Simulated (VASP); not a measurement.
Method: PBE GGA, VASP's PBE PAW potentials (set 64) (plane waves; VASP).

VASP input:

KPOINTS:
```
Regular mesh
0
gamma
  6 6 6
0.5 0.5 0.5
```

**INCAR**
```
! general
SYSTEM   =  CoSn
PREC     =  Accurate
ENCUT    =  180
LREAL    =  .FALSE.
LASPH    =  .TRUE.

! electronic loop
EDIFF    =  1E-04
NELM     =  100
ALGO     =  Normal
LMAXMIX  =  4

! smearing
ISMEAR   =  1
SIGMA    =  0.5

! functional
GGA      =  PE

! ions
ISIF     =  2

! output
LWAVE    =  .FALSE.
LCHARG   =  .FALSE.
```

File POSCAR:
```
CoSn
1
    5.2129900000     0.0000000000     0.0000000000
   -2.6064950000     4.5145820000     0.0000000000
    0.0000000000     0.0000000000     4.1612080000
Co Sn
3 3
Direct
  0.0000000000   0.5000000000   0.0000000000
  0.5000000000   0.0000000000   0.0000000000
  0.5000000000   0.5000000000   0.0000000000
  0.6666670000   0.3333330000   0.5000000000
  0.3333330000   0.6666670000   0.5000000000
  0.0000000000   0.0000000000   0.0000000000
```

POTCAR, in this order: Co Sn_d (PBE.64 set). Program: vasp_std.

Task: What will the output report for the number of irreducible k-points (NKPTS), largest plane-wave count, number of space-group operations, FFT grid (NGX, NGY, NGZ)?

Result: 
| Property | Result |
|---|---|
| number of irreducible k-points (NKPTS) | 36 |
| largest plane-wave count | 543 |
| number of space-group operations | 24 |
| FFT grid (NGX, NGY, NGZ) | 24 × 24 × 18 |

The structure comes from a computed database's CoSn entry; how it stands against other phases isn't given here. The cell was not relaxed at this level. The run is one of a series of settings (EDIFF = 1E-04, ENCUT = 180, ISMEAR = 1, SIGMA = 0.5, KPOINTS 6×6×6 Γ-centred mesh shifted by (0.5, 0.5, 0.5) against the base run), some of them coarse on purpose. The run is not spin-polarised, so no magnetic state was tried. The electron count is odd and the run is not spin-polarised, which forces a metal.
